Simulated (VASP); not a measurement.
Level of theory: AM05 GGA, VASP's PBE PAW potentials (set 64) (plane waves; VASP).

VASP ran on this input.

INCAR:
```
SYSTEM=GaP
PREC=Accurate; ENCUT=520; LREAL=.FALSE.
LASPH=.TRUE.
EDIFF=1E-7; NELM=100; ALGO=Normal
LMAXMIX=4
ISMEAR=0; SIGMA=0.05
GGA=AM
ISIF=2
LWAVE=.FALSE.; LCHARG=.FALSE.
```

**POSCAR**
```
GaP
1.0
  0.0000000000   2.6936050997   2.6936050997
  2.6936050997   0.0000000000   2.6936050997
  2.6936050997   2.6936050997   0.0000000000
Ga P
1 1
Cart
  0.0000000000   0.0000000000   0.0000000000
  1.3468025499   1.3468025499   1.3468025499
```

File KPOINTS:
```
Automatic
0
gamma
8 8 8
```

POTCAR, in this order: Ga_d P (PBE.64 set). Program: vasp_std.

Q: Estimate the energy per atom (σ→0), pressure, band gap (on the k-mesh).

A: 
```
Property                           Value
------------------------  --------------
energy per atom (σ→0)     -4.722 eV/atom
band gap (on the k-mesh)         1.54 eV
pressure                        2.70 GPa
```

### OSZICAR
```
...
DAV:   8    -0.944310158656E+01    0.47759E-03   -0.15538E-02   884   0.177E+00    0.187E-01
DAV:   9    -0.944366020693E+01   -0.55862E-03   -0.14683E-03  1036   0.603E-01    0.772E-02
DAV:  10    -0.944373445965E+01   -0.74253E-04   -0.10728E-04   887   0.108E-01    0.307E-02
DAV:  11    -0.944382368743E+01   -0.89228E-04   -0.14099E-04   809   0.106E-01    0.492E-03
DAV:  12    -0.944382378449E+01   -0.97063E-07   -0.38674E-06   973   0.286E-02    0.485E-03
DAV:  13    -0.944382424907E+01   -0.46457E-06   -0.12154E-06   839   0.896E-03    0.195E-03
DAV:  14    -0.944382419783E+01    0.51238E-07   -0.43147E-08   652   0.257E-03
   1 F= -.94438242E+01 E0= -.94438242E+01  d E =-.577237E-17
```

The compound is GaP in the zinc blende structure. This cell is one point of a volume scan, at 0.97 of the reference volume.
